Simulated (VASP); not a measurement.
Here is the system:

```
Sb
1.0
    3.90717    -2.17050    -0.02605
    3.90717     2.17050    -0.02605
    2.72520     0.00000     3.54274
Sb
2
Direct
  0.23550   0.23550   0.23550
  0.76450   0.76450   0.76450
```

Method: PBE GGA, VASP's PBE PAW potentials (set 64) (plane waves; VASP). Run with 480 eV cut-off, 8×8×8 Γ-centred mesh, Gaussian smearing of 0.050 eV, potentials Sb.

Unless said otherwise, spin-orbit coupling is left out, though it shifts the bands of the heavy elements here.

Task: What does the run give for the energy per atom (σ→0), pressure, band gap (on the k-mesh) with the smallest direct gap where there is one?

Result: 
| Property | Value |
|---|---|
| band gap (on the k-mesh) | none (metal, semimetal or under 0.01 eV) |
| energy per atom (σ→0) | -4.131 eV/atom |
| pressure | 2.00 GPa |

The absolute energy has meaning only against runs of the same code, potentials and settings.

The compound is Sb in the a7 structure. It was relaxed first under an external pressure of 2 GPa.
